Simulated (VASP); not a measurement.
Method: PBE GGA, VASP's PBE PAW potentials (set 64) (plane waves; VASP).

VASP input:

**INCAR**
```
! general
SYSTEM  =  NaF
PREC    =  Accurate
ENCUT   =  520   ! plane-wave cut-off (eV)
LREAL   =  F   ! projection in real space or not
LASPH   =  T

! electronic loop
EDIFF   =  1E-7   ! SCF stop (eV)
NELM    =  100   ! most electronic steps
ALGO    =  Normal   ! blocked Davidson

! smearing
ISMEAR  =  -5   ! tetrahedra, Bloechl

! functional
GGA     =  PE

! ions
ISIF    =  2   ! forces and stress, cell fixed

! output
LWAVE   =  F
LCHARG  =  T
LORBIT  =  11   ! lm-projected
NEDOS   =  601
```

### KPOINTS
```
Automatic mesh
0
Gamma
11 11 11
0 0 0
```

### POSCAR
```
NaF
1.0
  0.0000000000   2.3460490615   2.3460490615
  2.3460490615   0.0000000000   2.3460490615
  2.3460490615   2.3460490615   0.0000000000
Na F
1 1
Direct
  0.0000000000   0.0000000000   0.0000000000
  0.5000000000   0.5000000000   0.5000000000
```

POTCAR, in this order: Na_pv F (PBE.64 set). Program: vasp_std.

Output

**OSZICAR**
```
       N       E                     dE             d eps       ncg     rms          rms(c)
DAV:   1     0.109069215126E+03    0.10907E+03   -0.82118E+03  1267   0.154E+03
DAV:   2    -0.283720557039E+01   -0.11191E+03   -0.10440E+03  1286   0.363E+02
DAV:   3    -0.940238085080E+01   -0.65652E+01   -0.65457E+01  1433   0.889E+01
DAV:   4    -0.947116789075E+01   -0.68787E-01   -0.68777E-01  1352   0.983E+00
DAV:   5    -0.947192700726E+01   -0.75912E-03   -0.75911E-03  1394   0.105E+00    0.542E+00
DAV:   6    -0.857824653796E+01    0.89368E+00   -0.39164E+00  1457   0.185E+01    0.187E+00
DAV:   7    -0.856705519301E+01    0.11191E-01   -0.31445E-02  1241   0.260E+00    0.105E+00
DAV:   8    -0.856840112818E+01   -0.13459E-02   -0.29741E-02  1250   0.450E+00    0.124E-01
DAV:   9    -0.856932332468E+01   -0.92220E-03   -0.42621E-03  1379   0.695E-01    0.942E-02
DAV:  10    -0.856922257514E+01    0.10075E-03   -0.60198E-04  1331   0.333E-01    0.962E-03
DAV:  11    -0.856922078703E+01    0.17881E-05   -0.16552E-05  1400   0.929E-02    0.354E-03
DAV:  12    -0.856922101923E+01   -0.23220E-06   -0.14311E-06  1286   0.247E-02    0.157E-03
DAV:  13    -0.856922077055E+01    0.24868E-06   -0.24988E-07  1289   0.591E-03    0.324E-04
DAV:  14    -0.856922075002E+01    0.20531E-07   -0.12298E-08   742   0.247E-03
   1 F= -.85692208E+01 E0= -.85692208E+01  d E =0.000000E+00
```

**OUTCAR**
```
------------------------ aborting loop because EDIFF is reached ----------------------------------------
  FORCE on cell =-STRESS in cart. coord.  units (eV):
  Direction    XX          YY          ZZ          XY          YZ          ZX
  --------------------------------------------------------------------------------------
  Total        0.0208031      0.0208031      0.0208031      0.0000000      0.0000000      0.0000000
  in kB        1.2906184      1.2906184      1.2906184      0.0000000      0.0000000      0.0000000
  external PRESSURE =       1.2906184 kB  Pullay stress =       0.0000000 kB
  volume of cell :       25.83
      direct lattice vectors                 reciprocal lattice vectors
     0.000000000  2.346049062  2.346049062    -0.213124273  0.213124273  0.213124273
     2.346049062  0.000000000  2.346049062     0.213124273 -0.213124273  0.213124273
     2.346049062  2.346049062  0.000000000     0.213124273  0.213124273 -0.213124273
  FREE ENERGIE OF THE ION-ELECTRON SYSTEM (eV)
  ---------------------------------------------------
  free  energy   TOTEN  =        -8.5692207500 eV

  energy  without entropy=       -8.5692207500  energy(sigma->0) =       -8.56922075

 total charge

# of ion       s       p       d       tot
------------------------------------------
    1        0.047   5.990   0.000   6.037
    2        1.728   4.375   0.000   6.103
--------------------------------------------------
tot          1.775  10.365   0.000  12.140
```
(Selected blocks of OUTCAR.)

**OUTCAR**
```
 val. band max:       -2.2420342219   @ k =   0.0000   0.0000   0.0000

 cond. band min:       3.8598006265   @ k =   0.0000   0.0000   0.0000


 Fermi energy:        -2.2303787713

 k-point     1 :       0.0000    0.0000    0.0000
  band No.  band energies     occupation
      1     -21.3555      2.00000
      2     -21.3022      2.00000
      3     -21.3022      2.00000
      4     -21.3022      2.00000
      5      -2.2420      2.00000
      6      -2.2420      2.00000
      7      -2.2420      2.00000
      8       3.8598      0.00000
      9      16.4662      0.00000
     10      16.4662      0.00000
     11      16.4662      0.00000

 k-point     2 :       0.0909    0.0000    0.0000
  band No.  band energies     occupation
      1     -21.5363      2.00000
      2     -21.3030      2.00000
      3     -21.3030      2.00000
      4     -21.1108      2.00000
      5      -2.3987      2.00000
      6      -2.2612      2.00000
      7      -2.2612      2.00000
      8       4.1500      0.00000
      9      15.3637      0.00000
     10      16.5874      0.00000
     11      16.5874      0.00000

 k-point     3 :       0.1818    0.0000    0.0000
  band No.  band energies     occupation
      1     -21.7168      2.00000
      2     -21.3054      2.00000
      3     -21.3054      2.00000
      4     -20.9034      2.00000
      5      -2.7741      2.00000
      6      -2.3122      2.00000
      7      -2.3122      2.00000
      8       4.9166      0.00000
      9      13.7573      0.00000
     10      16.8993      0.00000
     11      16.8993      0.00000

 k-point     4 :       0.2727    0.0000    0.0000
  band No.  band energies     occupation
      1     -21.8616      2.00000
      2     -21.3085      2.00000
      3     -21.3085      2.00000
      4     -20.7232      2.00000
      5      -3.1968      2.00000
      6      -2.3782      2.00000
      7      -2.3782      2.00000
      8       5.9608      0.00000
      9      12.3269      0.00000
...
```

The compound is NaF in the rock salt structure. It was relaxed first.
